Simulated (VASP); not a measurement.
A convergence study with VASP on Rh (fcc): a few settings are varied, all else stays as given below, so the limit is that of these other settings. The cell's lengths are 1 % over those of the tabulated start, so it is off equilibrium.

```
CELL_PARAMETERS angstrom
      0.00000     1.91900     1.91900
      1.91900     0.00000     1.91900
      1.91900     1.91900     0.00000
ATOMIC_POSITIONS crystal
  Rh 0.00000 0.00000 0.00000
```

Method: PBE GGA, VASP's PBE PAW potentials (set 64) (plane waves; VASP). The last row used: 900 eV cut-off, 14×14×14 Γ-centred mesh, first-order Methfessel-Paxton smearing of 0.10 eV, potentials Rh.

Energies of different potentials or hybrids have different zeros.

```tsv
setting	E (eV/atom)	pressure (GPa)	plane waves
ENCUT = 300, POTCAR Rh_pv	-7.2633	-1.92	174
ENCUT = 400, POTCAR Rh_pv	-7.2562	-2.78	271
ENCUT = 520, POTCAR Rh_pv	-7.2578	-1.53	392
ENCUT = 700, POTCAR Rh_pv	-7.2583	-1.46	609
ENCUT = 900, POTCAR Rh_pv	-7.2583	-1.45	893
ENCUT = 300, POTCAR Rh	-7.2784	-3.47	174
ENCUT = 400, POTCAR Rh	-7.2750	-2.70	271
ENCUT = 520, POTCAR Rh	-7.2754	-2.71	392
ENCUT = 700, POTCAR Rh	-7.2758	-2.59	609
ENCUT = 900, POTCAR Rh	-7.2755	-2.63	893
```

Left out are rungs that failed or repeat a setting and relaxations that didn't move; long series are thinned to 24 rows.

The compound is Rh in the fcc structure. The cell was not relaxed at this level.
